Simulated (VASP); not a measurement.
```
CELL_PARAMETERS angstrom
      0.00000     2.87063     2.87063
      2.87063     0.00000     2.87063
      2.87063     2.87063     0.00000
ATOMIC_POSITIONS crystal
  Zn 0.00000 0.00000 0.00000
  Se 0.75000 0.75000 0.75000
```

Level of theory: PBE GGA, VASP's PBE PAW potentials (set 64) (plane waves; VASP). Run with PREC = Normal, EDIFF = 1E-5, 400 eV cut-off, 9×9×9 Γ-centred mesh, Gaussian smearing of 0.050 eV, potentials Zn Se.

Q: Estimate the energy per atom (σ→0), band gap (on the k-mesh) with the smallest direct gap where there is one.

A: 
The band gap (on the k-mesh) is 1.14 eV, the smallest direct gap (on the k-mesh) is 1.14 eV and the energy per atom (σ→0) comes out as -3.016 eV/atom.

Only differences to runs with the same potentials and settings are physical.

The compound is ZnSe in the zinc blende structure. It was relaxed first.
